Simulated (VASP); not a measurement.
Data:

```xyz
14
Lattice="6.1795 0.0000 0.0000 0.0000 2.5228 0.0000 0.0000 0.0000 25.0199" Properties=species:S:1:pos:R:3 pbc="T T T"
Cu     5.1856     0.6307     7.8950
Cu     1.0289     1.8921     8.5203
Cu     3.0666     0.6307     9.1726
Cu     5.1087     1.8921     9.9793
Cu     1.0255     0.6307    10.6857
Cu     3.0790     1.8921    11.4068
Cu     5.1462     0.6307    12.1495
Cu     1.0333     1.8921    12.8704
Cu     3.1005     0.6307    13.6131
Cu     5.1539     1.8921    14.3342
Cu     1.0707     0.6307    15.0406
Cu     3.1129     1.8921    15.8474
Cu     5.1505     0.6307    16.4996
Cu     0.9939     1.8921    17.1250
```

Calculation: PBEsol GGA, VASP's PBE PAW potentials (set 64) (plane waves; VASP). Settings: PREC = Normal, 400 eV cut-off, 5×11×1 Γ-centred mesh, first-order Methfessel-Paxton smearing of 0.10 eV, potentials Cu.

Question: Estimate the energy per atom (σ→0), band gap (on the k-mesh) with the smallest direct gap where there is one.

Answer: 
```yaml
band gap (on the k-mesh): none (metal, semimetal or under 0.01 eV)
energy per atom (σ→0): -4.054 eV/atom
```

The absolute energy has meaning only against runs of the same code, potentials and settings.

The cell is a thin slab with vacuum, built from Cu (fcc): (211) face.
